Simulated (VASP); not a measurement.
A convergence study with VASP on AlN (zinc blende): one setting is varied, all else stays as given below, so the limit is that of these other settings.

```
CELL_PARAMETERS angstrom
      0.00000     2.19000     2.19000
      2.19000     0.00000     2.19000
      2.19000     2.19000     0.00000
ATOMIC_POSITIONS crystal
  Al 0.00000 0.00000 0.00000
  N  0.25000 0.25000 0.25000
```

These are PBEsol GGA, VASP's PBE PAW potentials (set 64) (plane waves; VASP 6.6.1) values and carry that method's errors. The tightest run used: 700 eV cut-off, 20×20×20 Γ-centred mesh, Gaussian smearing of 0.050 eV, potentials Al N.

```tsv
setting	E (eV/atom)	pressure (GPa)	irreducible k-points
1×1×1 mesh	-1.8742	18.68	1
2×2×2 mesh	-7.0675	4.08	3
3×3×3 mesh	-7.7047	-0.07	4
4×4×4 mesh	-7.7889	-0.42	8
5×5×5 mesh	-7.8041	-0.47	10
```

Q: These are the cheaper rows. Estimate the results at 20×20×20 mesh, and how far the last row shown lies from them.

A: 
```tsv
quantity	tightest run	last row shown is off by
E (eV/atom)	-7.8082	0.0041
pressure (GPa)	-0.47	0.00
```

Left out are rungs that failed or repeat a setting and relaxations that didn't move; long series are thinned to 24 rows.

The compound is AlN in the zinc blende structure, a metastable form; wurtzite is the usual one. The cell was not relaxed at this level.
